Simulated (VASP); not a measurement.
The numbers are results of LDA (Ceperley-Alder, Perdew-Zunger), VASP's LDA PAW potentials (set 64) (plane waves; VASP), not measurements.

VASP ran on this input.

File POSCAR:
```
Cd
1
    1.4628570012    -2.5337429304    -0.0000000000
    1.4628570012     2.5337429304    -0.0000000000
   -0.0000000000     0.0000000000     5.4287231677
Cd
2
Direct
  0.3333330000   0.6666670000   0.2500000000
  0.6666670000   0.3333330000   0.7500000000
```

KPOINTS:
```
Automatic mesh
0
Gamma
16 16 8
0 0 0
```

### INCAR
```
EDIFF  =  1E-7   ! SCF stop (eV)
LWAVE  =  .FALSE.
ENCUT  =  520
NEDOS  =  601
ISMEAR  =  -5
ALGO  =  Normal   ! blocked Davidson
PREC  =  Accurate
SYSTEM  =  Cd
LASPH  =  .TRUE.
LORBIT  =  11   ! lm-projected
LMAXMIX  =  4   ! l cut-off of mixed one-centre charges
LCHARG  =  .TRUE.
NELM  =  100   ! most electronic steps
ISIF  =  2
LREAL  =  .FALSE.   ! projection in real space or not
```

POTCAR, in this order: Cd (LDA.64 set). Program: vasp_std.

What VASP printed:

OUTCAR:
```
 ion  position               nearest neighbor table
   1  0.333  0.667  0.250-   2 3.20   2 3.20   2 3.20   2 3.20   2 3.20   2 3.20
   2  0.667  0.333  0.750-   1 3.20   1 3.20   1 3.20   1 3.20   1 3.20   1 3.20
  LATTYP: Found a hexagonal cell.
 ALAT       =     2.9257142450
 C/A-ratio  =     1.8555206398
 Subroutine PRICEL returns:
 Original cell was already a primitive cell.
 Subroutine GETGRP returns: Found 24 space group operations
The static configuration has the point symmetry D_3d.
 The point group associated with its full space group is D_6h.
The dynamic configuration has the point symmetry D_3d.
 Subroutine INISYM returns: Found 24 space group operations
 Subroutine IBZKPT returns following result:
 Found    150 irreducible k-points:

 Following reciprocal coordinates:
            Coordinates               Weight
  0.000000  0.000000  0.000000      1.000000
  0.062500  0.000000  0.000000      6.000000
  0.125000  0.000000  0.000000      6.000000
  0.187500  0.000000  0.000000      6.000000
  0.250000  0.000000  0.000000      6.000000
  0.312500  0.000000  0.000000      6.000000
  0.375000  0.000000  0.000000      6.000000
  0.437500  0.000000  0.000000      6.000000
  0.500000  0.000000  0.000000      3.000000
  0.062500  0.062500  0.000000      6.000000
  0.125000  0.062500  0.000000     12.000000
  0.187500  0.062500  0.000000     12.000000
  0.250000  0.062500  0.000000     12.000000
  0.312500  0.062500  0.000000     12.000000
  0.375000  0.062500  0.000000     12.000000
  0.437500  0.062500  0.000000     12.000000
  0.125000  0.125000  0.000000      6.000000
  0.187500  0.125000  0.000000     12.000000
  0.250000  0.125000  0.000000     12.000000
  0.312500  0.125000  0.000000     12.000000
  0.375000  0.125000  0.000000     12.000000
  0.437500  0.125000  0.000000      6.000000
  0.187500  0.187500  0.000000      6.000000
  0.250000  0.187500  0.000000     12.000000
  0.312500  0.187500  0.000000     12.000000
  0.375000  0.187500  0.000000     12.000000
  0.250000  0.250000  0.000000      6.000000
  0.312500  0.250000  0.000000     12.000000
  0.375000  0.250000  0.000000      6.000000
  0.312500  0.312500  0.000000      6.000000
  0.000000  0.000000  0.125000      2.000000
  0.062500  0.000000  0.125000     12.000000
  0.125000  0.000000  0.125000     12.000000
  0.187500  0.000000  0.125000     12.000000
  0.250000  0.000000  0.125000     12.000000
  0.312500  0.000000  0.125000     12.000000
  0.375000  0.000000  0.125000     12.000000
  0.437500  0.000000  0.125000     12.000000
  0.500000  0.000000  0.125000      6.000000
  0.062500  0.062500  0.125000     12.000000
   k-points           NKPTS =    150   k-points in BZ     NKDIM =    150   number of bands    NBANDS=     16
   number of dos      NEDOS =    601   number of ions     NIONS =      2
   total plane-waves  NPLWV =  23040
   dimension x,y,z NGX =    24 NGY =   24 NGZ =   40
   dimension x,y,z NGXF=    48 NGYF=   48 NGZF=   80
   ions per type =               2
   PREC   = accura    normal or accurate (medium, high low for compatibility)
   ISTART =      0    job   : 0-new  1-cont  2-samecut
   ICHARG =      2    charge: 1-file 2-atom 10-const
   ISPIN  =      1    spin polarized calculation?
   LNONCOLLINEAR =      F non collinear calculations
   LSORBIT =      F    spin-orbit coupling
   INIWAV =      1    electr: 0-lowe 1-rand  2-diag
   ENCUT  =  520.0 eV  38.22 Ry    6.18 a.u.   5.44  5.44 10.09*2*pi/ulx,y,z
   NELM   =    100;   NELMIN=  2; NELMDL= -5     # of ELM steps
   EDIFF  = 0.1E-06   stopping-criterion for ELM
   LREAL  =      F    real-space projection
...
```

File OSZICAR:
```
       N       E                     dE             d eps       ncg     rms          rms(c)
DAV:   1     0.172549566547E+03    0.17255E+03   -0.13573E+04  4808   0.153E+03
DAV:   2     0.244780985071E+00   -0.17230E+03   -0.16892E+03  4888   0.384E+02
DAV:   3    -0.321296867629E+01   -0.34577E+01   -0.34536E+01  6032   0.648E+01
DAV:   4    -0.321733830637E+01   -0.43696E-02   -0.43717E-02  5528   0.203E+00
DAV:   5    -0.321735017149E+01   -0.11865E-04   -0.11874E-04  6120   0.102E-01    0.553E+00
DAV:   6    -0.306322611903E+01    0.15412E+00   -0.39104E-01  5128   0.852E+00    0.422E+00
DAV:   7    -0.304604770190E+01    0.17178E-01   -0.38262E-02  5600   0.197E+00    0.183E+00
DAV:   8    -0.304371761452E+01    0.23301E-02   -0.42288E-03  5288   0.995E-01    0.982E-02
DAV:   9    -0.304372201336E+01   -0.43988E-05   -0.20672E-05  6160   0.582E-02    0.381E-02
DAV:  10    -0.304372617848E+01   -0.41651E-05   -0.57315E-06  5440   0.311E-02    0.274E-03
DAV:  11    -0.304372649724E+01   -0.31876E-06   -0.83688E-08  4208   0.325E-03    0.121E-03
DAV:  12    -0.304372699328E+01   -0.49604E-06   -0.94800E-09  2984   0.102E-03    0.813E-04
DAV:  13    -0.304372700328E+01   -0.10004E-07   -0.14828E-09  2872   0.498E-04
   1 F= -.30437270E+01 E0= -.30437270E+01  d E =0.000000E+00
```

### OUTCAR
```
------------------------ aborting loop because EDIFF is reached ----------------------------------------
  FORCE on cell =-STRESS in cart. coord.  units (eV):
  Direction    XX          YY          ZZ          XY          YZ          ZX
  --------------------------------------------------------------------------------------
  Total        0.0502757      0.0502757     -0.0482581      0.0000000     -0.0000000      0.0000000
  in kB        2.0015978      2.0015982     -1.9212717      0.0000000     -0.0000000      0.0000000
  external PRESSURE =       0.6939748 kB  Pullay stress =       0.0000000 kB
  volume of cell :       40.24
      direct lattice vectors                 reciprocal lattice vectors
     1.462857001 -2.533742930  0.000000000     0.341796908 -0.197336515  0.000000000
     1.462857001  2.533742930  0.000000000     0.341796908  0.197336515  0.000000000
     0.000000000  0.000000000  5.428723168     0.000000000  0.000000000  0.184205377
 POSITION                                       TOTAL-FORCE (eV/Angst)
 -----------------------------------------------------------------------------------
      1.46286      0.84458      1.35718        -0.000000     -0.000000      0.000000
      1.46286     -0.84458      4.07154         0.000000      0.000000      0.000000
 -----------------------------------------------------------------------------------
    total drift:                               -0.000013      0.000186      0.000002
  FREE ENERGIE OF THE ION-ELECTRON SYSTEM (eV)
  ---------------------------------------------------
  free  energy   TOTEN  =        -3.0437270033 eV

  energy  without entropy=       -3.0437270033  energy(sigma->0) =       -3.04372700

 total charge

# of ion       s       p       d       tot
------------------------------------------
    1        0.537   0.348   9.474  10.359
    2        0.537   0.348   9.474  10.359
--------------------------------------------------
tot          1.075   0.695  18.949  20.719
```
(Selected blocks of OUTCAR.)

For a metal the tetrahedron method with Blöchl corrections gives inexact stress and forces.

The compound is Cd in the hcp structure. It was relaxed first, which changed the volume by -7 %.
